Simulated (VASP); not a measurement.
# Cu9Re: core-level shifts, part 2 of 4

Aim: how the core levels of Cu9Re differ from atom to atom, with and without the screening of the hole.

VASP 6.6.1, plane waves and PAW; the level of theory is named at each step.

So far: The starting structure; Relaxation.

**2. Relaxation (continued)**

Level of this step: PBEsol; plane waves and PAW (Re, Cu) (VASP).

Step by step:

```
step  energy less that of the first step (eV)  largest force (eV/Å)
   1                                   0.0000                0.8865
   2                                  -0.0631                0.4691
   3                                  -0.0833                0.2942
   4                                  -0.0839                0.3321
   5                                  -0.1189                0.2413
   6                                  -0.1521                0.1744
   7                                  -0.1418                0.2891
   8                                  -0.1624                0.1671
   9                                  -0.1759                0.1662
  10                                  -0.1778                0.1923
  11                                  -0.1778                0.1903
  12                                  -0.1778                0.1917
  13                                  -0.1811                0.1938
```

The atoms that moved most (Å):

```
atom      dx      dy      dz  length
 Re1   0.000  -0.009  -0.178   0.178
 Re2   0.000   0.009   0.178   0.178
 Cu9   0.011  -0.017  -0.073   0.076
 Cu8  -0.011  -0.017  -0.073   0.076
Cu16   0.011   0.017   0.073   0.076
Cu17  -0.011   0.017   0.073   0.076
Cu14   0.000   0.002   0.073   0.073
 Cu6   0.000  -0.002  -0.073   0.073
```

The relaxed structure:

```xyz
20
Lattice="5.1336 0.0000 0.0000 2.5668 4.4458 0.0000 0.0000 0.0000 22.3831" Properties=species:S:1:pos:R:3
Re    0.0000   -0.0090   15.2051
Re    5.1336    1.4910    7.1781
Cu    2.5668   -0.0423   15.3413
Cu    1.2488    2.2350   15.3534
Cu    3.8848    2.2350   15.3534
Cu    5.1336    1.4802   13.2142
Cu    2.5668    1.4743   13.2936
Cu    6.4063    3.6875   13.2141
Cu    3.8609    3.6875   13.2141
Cu    1.2834    0.7410   11.1916
Cu    3.8502    0.7410   11.1916
Cu    2.5668    2.9639   11.1916
Cu    5.1336    2.9639   11.1916
Cu    0.0000    0.0018    9.1689
Cu    2.5668    0.0077    9.0895
Cu    1.2941    2.2402    9.1690
Cu    3.8395    2.2402    9.1690
Cu    2.5668    1.5242    7.0419
Cu    6.4516    3.6928    7.0298
Cu    3.8156    3.6928    7.0298
```

This step gave:

| Item | Value |
| --- | --- |
| free energy (TOTEN) | -94.2495 eV |
| energy at zero smearing | -94.2192 eV |
| Fermi energy | 0.8658 eV |

The forces on the free atoms are under 0.05 eV/Å, while the fixed ones keep up to 0.19 eV/Å.

**3. Initial state**

The cell without a hole gives, with ICORELEVEL = 1, the Kohn-Sham core levels of the initial state.

The input, INCAR:

```
SYSTEM = Cu9Re
PREC = Normal
ENCUT = 330
EDIFF = 1E-05
NELM = 120
ISMEAR = 0
SIGMA = 0.1
LREAL = Auto
ALGO = Fast
GGA = PS
NBANDS = 131
LASPH = .TRUE.
LORBIT = 11
LWAVE = .FALSE.
LCHARG = .FALSE.
KPAR = 2
NCORE = 4
ICORELEVEL = 1
ISIF = 0
LVHAR = .TRUE.
```

The input, POSCAR:

```
Cu9Re
1.0
    5.1335952314      0.0000000000      0.0000000000
    2.5667976157      4.4458238832      0.0000000000
    0.0000000000      0.0000000000     22.3831259086
Re Cu
2 18
Direct
    0.0010135053      0.9979729895      0.6793094478
    0.8323198277      0.3353603435      0.3206905522
    0.5047538544      0.9904922911      0.6853942409
    0.9919097687      0.5027088710      0.6859343860
    0.5053813603      0.5027088710      0.6859343860
    0.8335346858      0.3329306274      0.5903663846
    0.3341942281      0.3316115428      0.5939135958
    0.8332004925      0.8294403111      0.5903597730
    0.3373591954      0.8294403111      0.5903597730
    0.1666666670      0.1666666670      0.5000000000
    0.6666666670      0.1666666670      0.5000000000
    0.1666666670      0.6666666670      0.5000000000
    0.6666666670      0.6666666670      0.5000000000
    0.9997986472      0.0004027056      0.4096336154
    0.4991391049      0.0017217902      0.4060864042
    0.0001328405      0.5038930219      0.4096402270
    0.4959741376      0.5038930219      0.4096402270
    0.3285794786      0.3428410419      0.3146057591
    0.8414235643      0.8306244620      0.3140656140
    0.3279519727      0.8306244620      0.3140656140
```

The input, KPOINTS:

```
Automatic mesh
0
Gamma
5 5 1
0 0 0
```

Potentials, in the order of the species: Re and Cu (PBE family, release 64).

Command:

```console
mpirun -np 8 vasp_std
```

Output:

```text
[banner, memory and clock lines left out]
running    8 mpi-ranks, on    1 nodes
 distrk:  each k-point on    4 cores,    2 groups
 distr:  one band on    4 cores,    1 groups

 POSCAR found type information on POSCAR ReCu
 POSCAR found :  2 types and      20 ions
 [... a notice as in an earlier step ...]

 LDA part: xc-table for (Slater+PW92), standard interpolation
 POSCAR, INCAR and KPOINTS ok, starting setup
 FFT: planning ... GRIDC
 FFT: planning ... GRID_SOFT
 FFT: planning ... GRID
 WAVECAR not read
 entering main loop
       N       E                     dE             d eps       ncg     rms          rms(c)
DAV:   1     0.187777754572E+04    0.18778E+04   -0.68929E+04  2817   0.163E+03
DAV:   2     0.174811394380E+03   -0.17030E+04   -0.16387E+04  3537   0.523E+02
DAV:   3    -0.938819767737E+02   -0.26869E+03   -0.24732E+03  3654   0.233E+02
DAV:   4    -0.116300607058E+03   -0.22419E+02   -0.20616E+02  4684   0.914E+01
DAV:   5    -0.117144541591E+03   -0.84393E+00   -0.82998E+00  4676   0.146E+01    0.502E+01
RMM:   6    -0.118698048723E+03   -0.15535E+01   -0.29516E+02  3153   0.123E+02    0.352E+01
RMM:   7    -0.101819820115E+03    0.16878E+02   -0.73057E+01  3504   0.794E+01    0.182E+01
RMM:   8    -0.100370412348E+03    0.14494E+01   -0.18670E+01  3477   0.303E+01    0.181E+01
RMM:   9    -0.953050522444E+02    0.50654E+01   -0.76600E+00  3481   0.207E+01    0.780E+00
RMM:  10    -0.945843208583E+02    0.72073E+00   -0.17227E+00  3610   0.931E+00    0.440E+00
RMM:  11    -0.943020056880E+02    0.28232E+00   -0.72433E-01  3543   0.513E+00    0.170E+00
RMM:  12    -0.942897340997E+02    0.12272E-01   -0.26695E-01  3681   0.254E+00    0.110E+00
RMM:  13    -0.942894135528E+02    0.32055E-03   -0.10818E-01  3681   0.166E+00    0.745E-01
RMM:  14    -0.942891848826E+02    0.22867E-03   -0.34318E-02  3531   0.104E+00    0.323E-01
RMM:  15    -0.942891061954E+02    0.78687E-04   -0.16689E-02  3693   0.627E-01    0.232E-01
RMM:  16    -0.942890955426E+02    0.10653E-04   -0.60935E-03  3744   0.365E-01    0.160E-01
RMM:  17    -0.942891264616E+02   -0.30919E-04   -0.19332E-03  3634   0.239E-01    0.117E-01
RMM:  18    -0.942893425498E+02   -0.21609E-03   -0.83198E-04  3511   0.168E-01    0.559E-02
RMM:  19    -0.942894897186E+02   -0.14717E-03   -0.37592E-04  3601   0.101E-01    0.311E-02
RMM:  20    -0.942896929612E+02   -0.20324E-03   -0.17828E-04  3003   0.959E-02    0.247E-02
RMM:  21    -0.942897899880E+02   -0.97027E-04   -0.57652E-05  2379   0.969E-02    0.427E-02
RMM:  22    -0.942899235398E+02   -0.13355E-03   -0.59880E-05  2265   0.111E-01    0.653E-02
RMM:  23    -0.942899464113E+02   -0.22872E-04   -0.40753E-06  1629   0.122E-01    0.116E-02
RMM:  24    -0.942900541006E+02   -0.10769E-03   -0.11765E-05  1784   0.139E-01    0.765E-02
RMM:  25    -0.942901117493E+02   -0.57649E-04   -0.11460E-05  1751   0.144E-01    0.439E-03
RMM:  26    -0.942901443661E+02   -0.32617E-04   -0.10585E-05  1635   0.140E-01    0.516E-02
RMM:  27    -0.942901749248E+02   -0.30559E-04   -0.10584E-05  1612   0.134E-01    0.110E-02
RMM:  28    -0.942902002936E+02   -0.25369E-04   -0.10189E-05  1640   0.123E-01    0.305E-02
RMM:  29    -0.942902093495E+02   -0.90558E-05   -0.11563E-05  1620   0.110E-01
   1 F= -.94290209E+02 E0= -.94261456E+02  d E =-.575065E-01
```

It took 2.2 min on 8 MPI ranks of AMD EPYC 7R43, shared host; peak memory 1.2 GiB; 17 min of CPU time.

OUTCAR, selected parts (step 3):

```text
 Found      9 irreducible k-points:

   k-points           NKPTS =      9   k-points in BZ     NKDIM =      9   number of bands    NBANDS=    131

   NELECT =     212.0000    total number of electrons

 the core state eigenenergies are
   1-  1s -71629.0693  2s -12412.2578  2p -10828.5562  3s  -2868.9712  3p  -2402.2126
       3d  -1873.9563  4s   -593.7522  4p   -440.6980  4d   -248.8887  4f    -35.9890
       5s    -78.7146  5p    -40.5383
   2-  1s -71629.0693  2s -12412.2578  2p -10828.5562  3s  -2868.9712  3p  -2402.2126
       3d  -1873.9563  4s   -593.7522  4p   -440.6980  4d   -248.8887  4f    -35.9890
       5s    -78.7146  5p    -40.5383
   3-  1s  -8848.1497  2s  -1060.4383  2p   -914.9066  3s   -111.8055  3p    -69.1558

   4-  1s  -8848.1421  2s  -1060.4289  2p   -914.8973  3s   -111.7978  3p    -69.1482

   5-  1s  -8848.1421  2s  -1060.4289  2p   -914.8973  3s   -111.7978  3p    -69.1482

   6-  1s  -8848.2912  2s  -1060.6157  2p   -915.0803  3s   -111.9718  3p    -69.3218

   7-  1s  -8847.8549  2s  -1060.1214  2p   -914.5893  3s   -111.6163  3p    -68.9784

   8-  1s  -8848.2949  2s  -1060.6177  2p   -915.0823  3s   -111.9821  3p    -69.3330

   9-  1s  -8848.2949  2s  -1060.6177  2p   -915.0823  3s   -111.9821  3p    -69.3330

  10-  1s  -8847.9783  2s  -1060.2641  2p   -914.7312  3s   -111.7105  3p    -69.0693

  11-  1s  -8847.9783  2s  -1060.2641  2p   -914.7312  3s   -111.7105  3p    -69.0693

  12-  1s  -8848.1146  2s  -1060.4112  2p   -914.8781  3s   -111.8122  3p    -69.1673

  13-  1s  -8848.1146  2s  -1060.4112  2p   -914.8781  3s   -111.8122  3p    -69.1673

  14-  1s  -8848.2912  2s  -1060.6157  2p   -915.0803  3s   -111.9718  3p    -69.3218

  15-  1s  -8847.8549  2s  -1060.1214  2p   -914.5893  3s   -111.6163  3p    -68.9784

  16-  1s  -8848.2949  2s  -1060.6177  2p   -915.0823  3s   -111.9821  3p    -69.3330

  17-  1s  -8848.2949  2s  -1060.6177  2p   -915.0823  3s   -111.9821  3p    -69.3330

  18-  1s  -8848.1497  2s  -1060.4383  2p   -914.9066  3s   -111.8055  3p    -69.1558

  19-  1s  -8848.1421  2s  -1060.4289  2p   -914.8973  3s   -111.7978  3p    -69.1482

  20-  1s  -8848.1421  2s  -1060.4289  2p   -914.8973  3s   -111.7978  3p    -69.1482

 E-fermi :   0.9013

 k-point     1 :       0.0000    0.0000    0.0000
  band No.  band energies     occupation
    ...
     98       0.2081      2.00000
     99       0.5456      2.00000
    100       0.6932      1.99676
    101       0.7471      1.97089
    102       0.8059      1.82282
    103       1.0324      0.06381
    104       1.0596      0.02517
    105       1.0684      0.01818
    106       1.0713      0.01621
    107       1.2350      0.00000
    ...

 k-point     2 :       0.2000    0.0000    0.0000
  band No.  band energies     occupation
    ...
    100       0.2351      2.00000
    101       0.4613      2.00000
    102       0.4975      2.00000
    103       0.5848      1.99999
    104       0.7929      1.87475
    105       0.9569      0.43247
    106       1.0003      0.16171
    107       1.0291      0.07076
    108       1.2382      0.00000
    109       1.3129      0.00000
    ...

 POSITION                                       TOTAL-FORCE (eV/Angst)
 -----------------------------------------------------------------------------------
      2.56680      4.43681     15.20507         0.000000     -0.020527      0.215089
      5.13360      1.49095      7.17806        -0.000000      0.020527     -0.215089
      5.13360      4.40355     15.34127        -0.000000      0.024695     -0.078241
      6.38242      2.23496     15.35336         0.041564     -0.030300     -0.100837
      3.88478      2.23496     15.35336        -0.041564     -0.030300     -0.100837
      5.13360      1.48015     13.21425        -0.000000      0.023098     -0.006516
      2.56680      1.47429     13.29364         0.000000     -0.005446     -0.005656
      6.40632      3.68755     13.21410        -0.013740     -0.008508     -0.002055
      3.86087      3.68755     13.21410         0.013740     -0.008508     -0.002055
      1.28340      0.74097     11.19156         0.198430      0.000000      0.000000
      3.85020      0.74097     11.19156        -0.198430      0.000000      0.000000
      2.56680      2.96388     11.19156         0.000000     -0.108892      0.118445
      5.13360      2.96388     11.19156         0.000000      0.108892     -0.118445
      5.13360      0.00179      9.16888         0.000000     -0.023098      0.006516
      2.56680      0.00765      9.08948         0.000000      0.005446      0.005656
      1.29407      2.24022      9.16903         0.013740      0.008508      0.002055
      3.83952      2.24022      9.16903        -0.013740      0.008508      0.002055
      2.56680      1.52421      7.04186         0.000000     -0.024695      0.078241
      6.45157      3.69281      7.02977        -0.041564      0.030300      0.100837
      3.81562      3.69281      7.02977         0.041564      0.030300      0.100837
 -----------------------------------------------------------------------------------
    total drift:                                0.000001      0.000001      0.000001

  FREE ENERGIE OF THE ION-ELECTRON SYSTEM (eV)
  ---------------------------------------------------
  free  energy   TOTEN  =       -94.2902093495 eV

  energy  without entropy=      -94.2327028964  energy(sigma->0) =      -94.26145612

 total charge
# of ion       s       p       d       tot
------------------------------------------
    1        0.610   0.373   4.850   5.834
    2        0.610   0.373   4.850   5.834
    3        0.481   0.366   9.130   9.978
    4        0.480   0.364   9.130   9.975
    5        0.480   0.364   9.130   9.975
    6        0.474   0.439   9.141  10.054
    7        0.416   0.380   9.185   9.980
    8        0.477   0.433   9.145  10.054
    9        0.477   0.433   9.145  10.054
   10        0.453   0.386   9.175  10.014
   11        0.453   0.386   9.175  10.014
   12        0.464   0.400   9.163  10.027
   13        0.464   0.400   9.163  10.027
   14        0.474   0.439   9.141  10.054
   15        0.416   0.380   9.185   9.980
   16        0.477   0.433   9.145  10.054
   17        0.477   0.433   9.145  10.054
   18        0.481   0.366   9.130   9.978
   19        0.480   0.364   9.130   9.975
   20        0.480   0.364   9.130   9.975
--------------------------------------------------
tot          9.623   7.877 174.391 191.891

[... 6 parts as in an earlier step ...]

[... 6 further parts left out ...]
```

These are scalar-relativistic Kohn-Sham levels of the ground state, with no core hole, so they are not binding energies.

This step gave:

```
free energy (TOTEN)     : -94.2902 eV
energy at zero smearing : -94.2615 eV
Fermi energy            : 0.9013 eV
```

The two shallowest core shells; atoms whose shallowest level rounds to another's at 0.01 eV are left out. Core levels, by row:

```
atom  shell  level below the Fermi level (eV)
 Re1     5p                             41.44
 Re1     4f                             36.89
 Cu3     3s                             112.7
 Cu3     3p                             70.06
 Cu4     3s                             112.7
 Cu4     3p                             70.05
 Cu6     3s                             112.9
 Cu6     3p                             70.22
 Cu7     3s                             112.5
 Cu7     3p                             69.88
 Cu8     3s                             112.9
 Cu8     3p                             70.23
Cu10     3s                             112.6
Cu10     3p                             69.97
Cu12     3s                             112.7
Cu12     3p                             70.07
```

(Continued in part 3 of 4.)

[Lines on the potential files, build, host, timing and source positions are cut from VASP's logs without a mark.]

[Logs are printed without paths, hosts, clocks, repeated set-up lines and the standing remarks that a program may print on its own settings, such as how far it seeks lower states.]

[Hosts, paths, dates, database ids (printed as entryN), source tags and the programs' standing remarks are cut or masked in the printed files.]
